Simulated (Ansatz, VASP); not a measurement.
# Cross-check of PN (honeycomb PN, 1 layer) between VASP and Ansatz

One calculation is typed for both programs; each brings its own data sets. How far apart do they land? The structure shown is the start of the Ansatz relaxation below; VASP solves that cell, so the two are compared at the walk's first step.

Calculated with Ansatz 0.2.0; plane waves, with VASP 6.6.1 beside it; single point at PBE.

## (1) Set-up

The cell holds 2 atoms: 1 N and 1 P. Its edges and angles: a = 2.730 Å, b = 2.730 Å, c = 16.860 Å, α = 90.0°, β = 90.0°, γ = 120.0°. Vacuum lies along c.

Structure file:

```
N P
1.0
     2.73000    0.00000    0.00000
    -1.36500    2.36425    0.00000
     0.00000    0.00000   16.86000
N P
1 1
Direct
  0.66667 0.33333 0.47450
  0.33333 0.66667 0.52550
```

## (2) Ansatz: relaxation, PBE

Ansatz runs on its default PAW (the set named soft_2) files.

The two programs are compared at the cell with which this relaxation starts, whose forces are those of its first step.

File input.yaml:

```yaml
crystal:
  lattice:
    - [2.73, 0.0, 0.0]
    - [-1.365, 2.3642493523, 0.0]
    - [0.0, 0.0, 16.86]
  atoms:
    - { symbol: "N", position: [0.6666666667, 0.3333333333, 0.4744958482] }
    - { symbol: P, position: [0.3333333333, 0.6666666667, 0.5255041518] }
kpoints:
  mp_grid: { grid: [12, 12, 1] }
hamiltonian:
  xc: pbe
scf:
  occupations: { method: fermi_dirac, width: 0.05 }
  convergence: { dr2_threshold: 1.0e-08 }
efield:
  axis: 3
  dipole_correction: true
  ramp_position: 0.97
  ramp_width: 0.04
relax:
  f_tol: 0.01
  cell: { fix: [c, alpha, beta] }
output:
  write_potential: true
  write_density: true
  volumetric_format: npy
```

Command:

```console
ansatz run input.yaml --threads 2 --pin off --max-ram 4096MiB --backend cpu --events-out ev --progress --plain --runs-dir out
```

Numbers of over 12 decimals in the logs are rounded to 6 here.

Output:

```text
Warning: relax.cell: scf.convergence.dr2_threshold = 1e-8 eV is looser than the 2e-10 eV advised for a relaxation that steers and ends on the stress (1e-10 eV for each atom of the cell: 2). What an SCF threshold leaves in a stress goes as its square root, and in the free energy as the threshold itself, and one threshold admits the most on a small cell: [figures from the program's tests cut] Set scf.convergence.dr2_threshold to 2e-10 eV or tighter. The threshold is an SCF's pass mark: one that does not reach it within its budget of iterations ends unconverged, or closes short of it on a stop that the run arms, and scf.convergence.dr2_threshold's page says what that costs each kind of run
Engine: ansatz 0.2.0, aarch64-unknown-linux-gnu
Pseudopotentials: kind: paw
Pseudopotential: N, paw, valence charge 5, recommended cutoff 420 eV (normal), N.paw.azcp
Pseudopotential: P, paw, valence charge 5, recommended cutoff 420 eV (normal), P.paw.azcp
Functional definition: PBE
  parameter kappa = 0.804
  parameter beta = 0.066725
  exchange = pbe_x(kappa = kappa, mu = beta*pi^2/3)
  correlation = pbe_c(beta = beta)
Crystal: 2 atoms, lattice volume = 108.821 Å³
Basis set: ecut = 420 eV, 2139 PW (Γ), exchange–correlation on 40×40×240 points (8 copies of the dense FFT grid, shifted against one another)
Bands: 9, of which v1, the nominal top of the filled ones, is band 5 counted from 1 (4 counted from 0)
Symmetry: 6 space group operations
Space group: P3m1 (ITA 156), of the structure as read, at distance tolerance 4.8e-5 Å
k-points: 19 of 144 (time reversal used)
Non-local potential: N, projectors of the file, l = 0: 2, l = 1: 2, l = 2: 1
Non-local potential: P, projectors of the file, l = 0: 2, l = 1: 2, l = 2: 2
PAW form: soft (Blöchl's): semilocal exchange-correlation on the pseudo side does not see the compensation charge
PAW one-centre angular grid: N, 110 points (default); XC on 64 Gauss nodes
PAW one-centre angular grid: P, 110 points (default); XC on 64 Gauss nodes
Initial density: superposition of atomic densities (neutral atoms: chi_scale 0, normalization atom), corrected by the library's trained network
Initial wavefunctions: pseudopotential atomic-orbital guess
Functional: x = pbe(κ = 0.804, μ = 0.219515), c = pbe(β = 0.066725)
SCF iter   1: F=—  HF=-1139.084282 eV  |F-HF|=—  |Δ(HF+E_count)|=         —  Δρ=5.44e-3  dr2=5.22e-2  ethr=1.77e-3  p=0.051 e·Å  D=8.40e-2 V/Å  ΔV_dip=-1.42 eV  dr2_dipole=8.00e-3  V_vac-E_F(+/−)=5.15/6.56 eV  ⟨swp⟩=8.4  Hψ=1839  notcnv=0
efield: sawtooth ramp at fractional position 0.9700 (set: `efield.ramp_position`, or a place that a band, a saddle search or an elastic batch's reference lends), width 0.0400; the density the first Hamiltonian is built on has a dipole p = 0.051 e·Å; the dipole correction subtracts the counter field D = 8.40e-2 V/Å, which shifts the + side's vacuum level by -1.42 eV against the − side's; the planar-averaged density in the ramp window peaks in size at 1.1e-4 e/Å³
preconditioner: auto → none  [insulator: Δε(μ)=1.847 eV  Ē_g=13.855 eV  σ=0.050 eV  W_gap=1.00  n_scr=8 (ndim 8)  ℏωp=11.3 eV  f_vac=0.709  D(μ)=0.00/eV (n_scr^D=0)  ε∞_Penn≈1.7]
SCF iter   2: F=—  HF=-1139.095808 eV  |F-HF|=—  |Δ(HF+E_count)|=   1.15e-2  Δρ=6.42e-3  dr2=1.12e-1  ethr=5.22e-4  p=0.002 e·Å  D=2.50e-3 V/Å  ΔV_dip=-0.04 eV  dr2_dipole=1.47e-2  V_vac-E_F(+/−)=6.08/6.12 eV  ⟨swp⟩=4.3  Hψ=558  notcnv=0
SCF iter   3: F=—  HF=-1139.074261 eV  |F-HF|=—  |Δ(HF+E_count)|=   2.15e-2  Δρ=1.94e-3  dr2=3.82e-3  ethr=5.22e-4  p=0.024 e·Å  D=4.03e-2 V/Å  ΔV_dip=-0.68 eV  dr2_dipole=1.56e-4  V_vac-E_F(+/−)=5.70/6.38 eV  ⟨swp⟩=3.1  Hψ=380  notcnv=0
SCF iter   4: F=—  HF=-1139.074523 eV  |F-HF|=—  |Δ(HF+E_count)|=   2.62e-4  Δρ=4.69e-4  dr2=1.46e-4  ethr=3.82e-5  p=0.025 e·Å  D=4.12e-2 V/Å  ΔV_dip=-0.69 eV  dr2_dipole=4.22e-6  V_vac-E_F(+/−)=5.72/6.41 eV  ⟨swp⟩=3.0  Hψ=348  notcnv=0
SCF iter   5: F=—  HF=-1139.074650 eV  |F-HF|=—  |Δ(HF+E_count)|=   1.27e-4  Δρ=1.09e-4  dr2=1.32e-5  ethr=1.46e-6  p=0.024 e·Å  D=3.99e-2 V/Å  ΔV_dip=-0.67 eV  dr2_dipole=8.44e-7  V_vac-E_F(+/−)=5.74/6.41 eV  ⟨swp⟩=2.5  Hψ=335  notcnv=0
SCF iter   6: F=—  HF=-1139.074672 eV  |F-HF|=—  |Δ(HF+E_count)|=   2.11e-5  Δρ=2.46e-5  dr2=5.02e-7  ethr=1.32e-7  p=0.024 e·Å  D=4.00e-2 V/Å  ΔV_dip=-0.67 eV  dr2_dipole=6.98e-8  V_vac-E_F(+/−)=5.74/6.41 eV  ⟨swp⟩=2.6  Hψ=263  notcnv=0
SCF iter   7: F=—  HF=-1139.074672 eV  |F-HF|=—  |Δ(HF+E_count)|=   4.67e-7  Δρ=6.75e-6  dr2=7.55e-8  ethr=5.02e-9  p=0.024 e·Å  D=4.02e-2 V/Å  ΔV_dip=-0.68 eV  dr2_dipole=8.68e-9  V_vac-E_F(+/−)=5.73/6.41 eV  ⟨swp⟩=2.5  Hψ=284  notcnv=0
[...]
preconditioner: auto → none  [insulator: Δε(μ)=1.823 eV  Ē_g=13.990 eV  σ=0.050 eV  W_gap=1.00  n_scr=8 (ndim 8)  ℏωp=11.3 eV  f_vac=0.711  D(μ)=0.00/eV (n_scr^D=0)  ε∞_Penn≈1.6]
SCF iter   2: F=—  HF=-1139.075266 eV  |F-HF|=—  |Δ(HF+E_count)|=   1.39e-5  Δρ=7.07e-5  dr2=1.11e-5  ethr=1.23e-7  p=0.026 e·Å  D=4.28e-2 V/Å  ΔV_dip=-0.72 eV  dr2_dipole=1.36e-6  V_vac-E_F(+/−)=5.72/6.44 eV  ⟨swp⟩=2.0  Hψ=259  notcnv=0
[...]
SCF 4 converged in 5 iterations: F = -1139.075264 eV  dr2 = 3.81e-9
relax step   4: F+E_penalty+E_count = -1139.07526383 eV  Δ(F+E_penalty+E_count) = +3.013e-5 eV  max|allowed force component| = 7.326e-5 eV/Å  Δτ_max = 0.0002 Å  P = -0.003 GPa  Ω = 108.663 Å³  energy of the carried Pulay correction = +8.570e-5 eV  fix = [c, alpha, beta]  reactions: c -0.009 GPa  (5 SCF iters, accepted)
Initial wavefunctions: pseudopotential atomic-orbital guess (no wavefunctions were taken with the density)
iter 1 solved again at ethr=1.48e-6 eV; its pass at ethr=3.10e-3 eV (dr2=1.48e-4 eV) is discarded
SCF iter   1: F=—  HF=-1139.075147 eV  |F-HF|=—  |Δ(HF+E_count)|=         —  Δρ=5.47e-6  dr2=1.94e-8  ethr=1.48e-6  p=0.026 e·Å  D=4.32e-2 V/Å  ΔV_dip=-0.73 eV  dr2_dipole=1.16e-9  V_vac-E_F(+/−)=5.71/6.44 eV  ⟨swp⟩=3.5  Hψ=2379  notcnv=0
efield: sawtooth ramp at fractional position 0.9700 (set: `efield.ramp_position`, or a place that a band, a saddle search or an elastic batch's reference lends), width 0.0400; the density the first Hamiltonian is built on has a dipole p = 0.026 e·Å; the dipole correction subtracts the counter field D = 4.32e-2 V/Å, which shifts the + side's vacuum level by -0.73 eV against the − side's; the planar-averaged density in the ramp window peaks in size at 7.2e-7 e/Å³
eigensolver tolerance schedule: the retry pair's looser diagonalisation over-reported the residual by 7665.16 of it (diagonalisation noise at an unbounded share of the residual, at the tolerance the schedule requests for it); recorded, not acted on — ethr = c·dr2/N_el stays at c = 1.0e-1
preconditioner: auto → none  [insulator: Δε(μ)=1.823 eV  Ē_g=13.991 eV  σ=0.050 eV  W_gap=1.00  n_scr=8 (ndim 8)  ℏωp=11.3 eV  f_vac=0.711  D(μ)=0.00/eV (n_scr^D=0)  ε∞_Penn≈1.6]
SCF iter   2: F=—  HF=-1139.075162 eV  |F-HF|=—  |Δ(HF+E_count)|=   1.58e-5  Δρ=5.97e-6  dr2=6.96e-8  ethr=1.94e-10  p=0.026 e·Å  D=4.31e-2 V/Å  ΔV_dip=-0.73 eV  dr2_dipole=8.02e-9  V_vac-E_F(+/−)=5.71/6.44 eV  ⟨swp⟩=4.1  Hψ=423  notcnv=0
SCF iter   3: F=-1139.075162 eV  HF=-1139.075162 eV  |F-HF|=1.10e-9  |Δ(HF+E_count)|=   1.18e-8  Δρ=1.93e-6  dr2=1.26e-9  ethr=1.00e-10  p=0.026 e·Å  D=4.32e-2 V/Å  ΔV_dip=-0.73 eV  dr2_dipole=1.00e-10  V_vac-E_F(+/−)=5.71/6.44 eV  ⟨swp⟩=10.3  Hψ=1539  notcnv=0
SCF 5 converged in 3 iterations: F = -1139.075162 eV  dr2 = 1.26e-9
relax step   5: F+E_penalty+E_count = -1139.07516241 eV  Δ(F+E_penalty+E_count) = +1.014e-4 eV  max|allowed force component| = 2.488e-5 eV/Å  Δτ_max = 0.0000 Å  P = -0.004 GPa  Ω = 108.663 Å³  fix = [c, alpha, beta]  reactions: c +0.001 GPa  stress off target by 6.76e-3 GPa on what of the cell is left free  SCF on the basis re-selected at this cell (its energy is not comparable with the rows above)  (3 SCF iters)
basis re-selected at this cell: Δ(F+E_penalty+E_count) = +1.014e-4 eV, ΔP = -0.001 GPa vs the last step (what re-selecting the basis moved, of the pressure what is left beyond the Pulay correction that the steps carried, after the strain that the cell walked since its last selection, with what the two solves' SCF thresholds leave and, on support functions, any second-order correction that the steps lacked; it is no m [...]
WARN: The output density's exchange-correlation potential varies sharply where the density is thin. Do not read a vacuum level from v_tot or v_xc, or from such a field of the output density. On a cell that repeats whose density bears no net charge and no dipole along the vacuum's axis use v_es (v_loc + v_h of the components); under efield.dipole_correction with no amplitude use v_es + v_field, which holds any externa [...]
SCF converged after 3 iterations
Free energy (F): -1139.075162 eV
Harris-Foulkes:  -1139.075162 eV  (|F-HF|=1.10e-9)
Internal energy: -1139.075162 eV  (E = F + TS)
E sigma→0 (E₀):  -1139.075162 eV
Fermi energy:    -2.847396 eV
Dipole field:    D = 0.043139 V/Å  (p = 0.025906 e·Å, saw-weighted, corrected)
Work function:   Φ+ = 5.7143 eV   Φ− = 6.4416 eV
Levels:          The Fermi level and band energies are counted from a zero that moves with the ramp; work functions are not
--- Per-component energies (eV) ---
  E_band       = -110.897782
  E_kinetic    = 202.547341
  E_local      = -3165.107267  (includes V_loc(G=0)·N_el)
  E_nonlocal   = 78.942312
  E_hartree    = 1468.207914
  E_xc         = -121.846101
  E_vxc        = -137.487007  (∫ρ·V_xc dr)
  E_paw        = -696.103733  (= ΣΔE_a)
  E_vpaw       = -26.138079  (= ΣTr[D̂ρ^β])
  E_aug_tail   = 0.000093  (compensation charges beyond the density's cutoff)
  E_efield     = 0.000559  (sawtooth field / dipole correction)
  E_vefield    = -0.071615  (∫n·V_field dr)
  E_ewald      = 1094.283719
  E_smearing   = -0.000000  (= −TS)
  E_closure    = 0.000000  (closes the sum)
  Σ components = -1139.075162   (vs F -1139.075162, Δ=0.00e0)
--- Forces (eV/Å), atoms counted from 1 ---
  atom   1  N      0.00000000     0.00000000    -0.00003087
  atom   2  P      0.00000000    -0.00000000     0.00001890
  max |Σ_I F_I| component: 1.20e-5 eV/Å
--- Stress (GPa, compression-positive) ---
       -0.006765      -0.000000       0.000000
       -0.000000      -0.006765       0.000000
       -0.000000       0.000000       0.000662
  P = ⅓ Tr σ = -0.0043 GPa (-0.043 kbar)
--- Band table (eV; the first three rows and the last of 19) ---
  k-point 0: bands = ["-23.3686", "-11.6584", "-6.1714", "-6.1714", "-4.5575", "0.8665", "2.5469", "2.9674", "2.9674"]
  k-point 1: bands = ["-23.2269", "-11.5345", "-6.9598", "-6.3580", "-4.4002", "1.2948", "2.4532", "2.8584", "3.2079"]
  k-point 2: bands = ["-22.8083", "-11.2235", "-8.5809", "-6.8167", "-4.1327", "1.0150", "2.4930", "3.5703", "3.7190"]
  k-point 18: bands = ["-19.3082", "-14.3545", "-12.0723", "-6.6259", "-4.6590", "-1.4052", "2.2764", "5.9990", "8.2479"]
--- Relaxed structure (4 steps of the walk, 4 accepted, 1 SCFs on fresh bases) ---
  F+E_penalty+E_count = -1139.07516241 eV   max|allowed force component| = 2.488e-5 eV/Å   (the final SCF, on the basis selected at the relaxed cell)
  cell:  # Å, volume = 108.6634 Å³
    - [2.728021, 0, 0]
    - [-1.364010, 2.362535, 0]
    - [0, 0, 16.86]
  atoms:
    - { symbol: N, position: [0.666667, 0.333333, 0.474285] }
    - { symbol: P, position: [0.333333, 0.666667, 0.525715] }
```

(Part 1 of 2 ends here.)

[Lines on the potential files, build, host, timing and source positions are cut from VASP's logs without a mark.]

[Logs are printed without paths, hosts, clocks, repeated set-up lines and the standing remarks that a program may print on its own settings, such as how far it seeks lower states.]

[Hosts, paths, dates, database ids (printed as entryN), source tags and the programs' standing remarks are cut or masked in the printed files.]
